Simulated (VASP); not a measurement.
VASP input:

File KPOINTS:
```
Automatic mesh
0
Gamma
6 11 6
0 0 0
```

POSCAR:
```
GeRh
1.0
  5.6681007320   0.0000000000   0.0000000000
  0.0000000000   3.2146836551   0.0000000000
  0.0000000000   0.0000000000   6.4687196966
Rh Ge
4 4
direct
  0.9950757257   0.7500000000   0.2015269529
  0.0049242743   0.2500000000   0.7984730471
  0.5049242743   0.2500000000   0.7015269529
  0.4950757257   0.7500000000   0.2984730471
  0.8087108792   0.7500000000   0.5606471404
  0.1912891208   0.2500000000   0.4393528596
  0.6912891208   0.2500000000   0.0606471404
  0.3087108792   0.7500000000   0.9393528596
```

### INCAR
```
SYSTEM=GeRh
PREC=Accurate; ENCUT=400; LREAL=F
LASPH=T
EDIFF=1E-7; NELM=100; ALGO=Normal
LMAXMIX=4
ISMEAR=-5
GGA=PS
ISIF=2
LWAVE=F; LCHARG=T; LORBIT=11
NEDOS=601
LEFG=T
```

POTCAR, in this order: Rh_pv Ge_d (PBE.64 set). Program: vasp_std.

**Question.** Write an equivalent input for Quantum ESPRESSO's pw.x.

**Answer.** One equivalent input (not run):
```
&CONTROL
  calculation = 'scf'
  pseudo_dir = './pseudo'
  outdir = './out'
  tprnfor = .true.
  tstress = .true.
/
&SYSTEM
  ibrav = 0
  nat = 8
  ntyp = 2
  ecutwfc = 88
  occupations = 'tetrahedra'
  input_dft = 'pbesol'
/
&ELECTRONS
  conv_thr = 7.3e-09
  electron_maxstep = 100
/
ATOMIC_SPECIES
  Rh 102.906 Rh.upf
  Ge 72.630 Ge.upf
CELL_PARAMETERS angstrom
     5.6681007    0.0000000    0.0000000
     0.0000000    3.2146837    0.0000000
     0.0000000    0.0000000    6.4687197
ATOMIC_POSITIONS crystal
  Rh   0.9950757  0.7500000  0.2015270
  Rh   0.0049243  0.2500000  0.7984730
  Rh   0.5049243  0.2500000  0.7015270
  Rh   0.4950757  0.7500000  0.2984730
  Ge   0.8087109  0.7500000  0.5606471
  Ge   0.1912891  0.2500000  0.4393529
  Ge   0.6912891  0.2500000  0.0606471
  Ge   0.3087109  0.7500000  0.9393529
K_POINTS automatic
  6 11 6 0 0 0
```
What does not carry over: the potentials are each code's own (VASP's PAW set, PseudoDojo norm-conserving files in pw.x), so ENCUT and ecutwfc are chosen apart and not converted; conv_thr bounds pw.x's estimated SCF error, while EDIFF bounds the energy change between steps; the field gradients of LEFG aren't asked of the other code.

The structure comes from a measured GeRh entry (Pnma) of the Crystallography Open Database, whose conditions weren't checked. It was relaxed first.
